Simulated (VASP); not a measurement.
Output of a VASP run:

File OSZICAR:
```
...
DAV:   2    -0.176118911951E+02   -0.19830E+02   -0.19275E+02   472   0.833E+01
DAV:   3    -0.182928823736E+02   -0.68099E+00   -0.68099E+00   464   0.214E+01
DAV:   4    -0.182943926365E+02   -0.15103E-02   -0.15103E-02   584   0.106E+00
DAV:   5    -0.182943976175E+02   -0.49809E-05   -0.49809E-05   504   0.429E-02    0.615E+00
DAV:   6    -0.174902704930E+02    0.80413E+00   -0.59236E-01   416   0.473E+00    0.321E+00
DAV:   7    -0.172051376130E+02    0.28513E+00   -0.78831E-01   392   0.594E+00    0.454E-01
DAV:   8    -0.172117419911E+02   -0.66044E-02   -0.15039E-02   440   0.101E+00    0.529E-02
DAV:   9    -0.172117488611E+02   -0.68700E-05   -0.24002E-04   592   0.127E-01    0.181E-02
DAV:  10    -0.172117761208E+02   -0.27260E-04   -0.50100E-05   448   0.627E-02    0.696E-03
DAV:  11    -0.172117753346E+02    0.78618E-06   -0.29221E-06   560   0.103E-02    0.182E-03
DAV:  12    -0.172117753286E+02    0.59621E-08   -0.20365E-07   424   0.375E-03
   1 F= -.17211775E+02 E0= -.17211775E+02  d E =-.172118E+02
       N       E                     dE             d eps       ncg     rms          rms(c)
DAV:   1    -0.172133044000E+02   -0.15291E-02   -0.11749E-02   488   0.817E-01    0.468E-02
DAV:   2    -0.172132881393E+02    0.16261E-04   -0.74441E-05   416   0.744E-02    0.286E-02
DAV:   3    -0.172132785830E+02    0.95562E-05   -0.37832E-05   456   0.371E-02    0.296E-03
DAV:   4    -0.172132787645E+02   -0.18146E-06   -0.80163E-07   440   0.724E-03    0.135E-03
DAV:   5    -0.172132788683E+02   -0.10380E-06   -0.98312E-08   400   0.267E-03    0.171E-04
DAV:   6    -0.172132788724E+02   -0.41195E-08   -0.39025E-09   192   0.582E-04
   2 F= -.17213279E+02 E0= -.17213279E+02  d E =-.150354E-02
       N       E                     dE             d eps       ncg     rms          rms(c)
DAV:   1    -0.172147082827E+02   -0.14294E-02   -0.53461E-02   488   0.174E+00    0.997E-02
DAV:   2    -0.172146372648E+02    0.71018E-04   -0.33773E-04   416   0.159E-01    0.609E-02
DAV:   3    -0.172145957606E+02    0.41504E-04   -0.16917E-04   464   0.786E-02    0.626E-03
DAV:   4    -0.172145964899E+02   -0.72932E-06   -0.36163E-06   416   0.153E-02    0.276E-03
DAV:   5    -0.172145968902E+02   -0.40032E-06   -0.39597E-07   440   0.544E-03    0.358E-04
DAV:   6    -0.172145969084E+02   -0.18163E-07   -0.17160E-08   192   0.122E-03
   3 F= -.17214597E+02 E0= -.17214597E+02  d E =-.282158E-02
       N       E                     dE             d eps       ncg     rms          rms(c)
DAV:   1    -0.172147661136E+02   -0.16922E-03   -0.42658E-03   384   0.629E-01    0.161E-02
DAV:   2    -0.172147646934E+02    0.14202E-05   -0.24866E-05   432   0.476E-02    0.940E-03
DAV:   3    -0.172147632039E+02    0.14894E-05   -0.38561E-06   496   0.112E-02    0.728E-04
DAV:   4    -0.172147632157E+02   -0.11736E-07   -0.55137E-08   304   0.217E-03
   4 F= -.17214763E+02 E0= -.17214763E+02  d E =-.166307E-03
       N       E                     dE             d eps       ncg     rms          rms(c)
DAV:   1    -0.172148574693E+02   -0.94265E-04   -0.87281E-03   384   0.899E-01    0.230E-02
DAV:   2    -0.172148546326E+02    0.28367E-05   -0.51094E-05   432   0.682E-02    0.134E-02
DAV:   3    -0.172148516393E+02    0.29933E-05   -0.78844E-06   496   0.160E-02    0.104E-03
DAV:   4    -0.172148516682E+02   -0.28838E-07   -0.11538E-07   392   0.311E-03
   5 F= -.17214852E+02 E0= -.17214852E+02  d E =-.254760E-03
```

OUTCAR:
```
------------------------ aborting loop because EDIFF is reached ----------------------------------------
  FORCE on cell =-STRESS in cart. coord.  units (eV):
  Direction    XX          YY          ZZ          XY          YZ          ZX
  --------------------------------------------------------------------------------------
  Total        1.1711314      1.1711314      1.1811405      0.0000000      0.0000000      0.0000000
  in kB       32.7786787     32.7786787     33.0588242      0.0000000      0.0000000      0.0000000
  external PRESSURE =      32.8720606 kB  Pullay stress =       0.0000000 kB
  volume of cell :       57.24
      direct lattice vectors                 reciprocal lattice vectors
     4.385061878  0.000000000  0.000000000     0.228046953 -0.000000000  0.000000000
     0.000000000  4.385061878  0.000000000    -0.000000000  0.228046953  0.000000000
     0.000000000  0.000000000  2.976962048     0.000000000  0.000000000  0.335912915
 POSITION                                       TOTAL-FORCE (eV/Angst)
 -----------------------------------------------------------------------------------
      0.00000      4.38506      0.00000        -0.000000      0.000000     -0.000000
      2.19253      2.19253      1.48848        -0.000000      0.000000     -0.000000
      1.33554      1.33554      0.00000        -0.000551     -0.000551     -0.000000
      3.52807      0.85699      1.48848        -0.000551      0.000551      0.000000
      0.85699      3.52807      1.48848         0.000551     -0.000551     -0.000000
      3.04952      3.04952      0.00000         0.000551      0.000551      0.000000
 -----------------------------------------------------------------------------------
    total drift:                                0.000000      0.000000     -0.000000
  FREE ENERGIE OF THE ION-ELECTRON SYSTEM (eV)
  ---------------------------------------------------
  free  energy   TOTEN  =       -17.2148516682 eV

  energy  without entropy=      -17.2148516682  energy(sigma->0) =      -17.21485167

 reached required accuracy - stopping structural energy minimisation
```
(Selected blocks of OUTCAR.)

File POSCAR:
```
MgH2
1
    4.4091258680     0.0000000000     0.0000000000
    0.0000000000     4.4091258680     0.0000000000
    0.0000000000     0.0000000000     2.9445555819
Mg H
2 4
Direct
  0.0000000000   0.0000000000   0.0000000000
  0.5000000000   0.5000000000   0.5000000000
  0.3042979983   0.3042979983   0.0000000000
  0.8042979983   0.1957020017   0.5000000000
  0.1957020017   0.8042979983   0.5000000000
  0.6957020017   0.6957020017   0.0000000000
```

Task: Reconstruct the remaining input files.

Result: This is not unique; one that fits is the input of the run itself, AM05 GGA, plane waves, VASP's PBE PAW potentials (set 64).

### INCAR
```
! general
SYSTEM = MgH2
PREC   = Accurate
ENCUT  = 520
LREAL  = F
LASPH  = T

! electronic loop
EDIFF  = 1E-7
NELM   = 100
ALGO   = Normal

! smearing
ISMEAR = 0
SIGMA  = 0.05

! functional
GGA    = AM

! ions
IBRION = 2
NSW    = 30
ISIF   = 4
EDIFFG = -0.01

! output
LWAVE  = F
LCHARG = F
```

File KPOINTS:
```
Automatic mesh
0
Gamma
5 5 7
0 0 0
```

POTCAR, in this order: Mg H (PBE.64 set). Program: vasp_std.

The compound is MgH2 in the rutile structure. This cell is one point of a volume scan, at 0.94 of the reference volume. Symmetry was kept, so distortions that lower it aren't found.
